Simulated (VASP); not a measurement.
Here is the system:

```
SnSe2
1.0
    1.93948    -3.35928     0.00000
    1.93948     3.35928     0.00000
    0.00000     0.00000     6.87849
Sn Se
1 2
Direct
  0.00000   0.00000   0.00000
  0.33333   0.66667   0.23173
  0.66667   0.33333   0.76827
```

All values below come from PBE0 hybrid, VASP's PBE PAW potentials (set 64) (plane waves; VASP). Numerical set-up: 520 eV cut-off, 6×6×4 Γ-centred mesh, Gaussian smearing of 0.050 eV, potentials Sn_d Se.

Without a dispersion term in the relaxation, distances and binding between the weakly bound layers, chains or molecules are unreliable, and so is what depends on them.

Question: Give the force on each atom (eV/Å).

Answer: 
```json
[
 {"atom": "Sn1", "Fx": "0.000", "Fy": "0.000", "Fz": "0.000"},
 {"atom": "Se2", "Fx": "0.000", "Fy": "0.000", "Fz": "-0.524"},
 {"atom": "Se3", "Fx": "0.000", "Fy": "0.000", "Fz": "0.524"}
]
```

Question: Give the stress tensor in GPa (positive for a compressed cell).

Answer: 
```
-2.84   0.00   0.00
 0.00  -2.84   0.00
 0.00   0.00  -2.97
```
The pressure is its mean diagonal, -2.88 GPa.

The compound is SnSe2 in the 1T layered structure. It was relaxed first, which changed the volume by +16 %. The cell's shape comes from a PBE relaxation.
